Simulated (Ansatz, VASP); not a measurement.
# B5Ru in VASP and in Ansatz

```xyz
6
Lattice="0.0000 2.9448 2.9448 2.9448 0.0000 2.9448 2.9448 2.9448 0.0000" Properties=species:S:1:pos:R:3 pbc="T T T"
B     4.4173    4.4173    4.4173
B     3.6758    3.6758    2.2139
B     3.6758    2.2139    3.6758
B     2.2139    2.2139    2.2139
B     2.2139    3.6758    3.6758
Ru    0.0000    0.0000    0.0000
```

Change from the starting cell: species swapped into the ZrCu5 type (F-43m, No. 216).

Alike in both runs: task relaxation of cell and atoms; functional PBE; k mesh 6 × 6 × 6; occupations gaussian, width 0.1 eV; no spin polarisation.

|  | VASP | Ansatz |
| --- | --- | --- |
| version | VASP 6.6.1 | Ansatz 0.2.0 |
| potentials or method | VASP PAW PBE potentials, release 64 (B, Ru_pv) | scalar-relativistic, plane waves, PAW |
| plane-wave cutoff (eV) | 600 | 420 |
| valence electrons in the cell | 29 | 31 |

|  | VASP | Ansatz | Ansatz less VASP |
| --- | --- | --- | --- |
| gap on the k mesh at the Fermi level, each at its own relaxed structure (eV) | none | none | - |
| relaxed volume (Å³/atom) | 7.32 | 7.33 | +0.012 |
| relaxed cell length with the largest relative difference (Å) | 3.960 | 3.962 | +0.0021 |
| energy change over the relaxation (meV/atom) | -131 | -130 | +0.5 |

A gap of «none» marks a metal or a gap that the smearing closes. The two sets of potentials don't hold the same shells in valence.
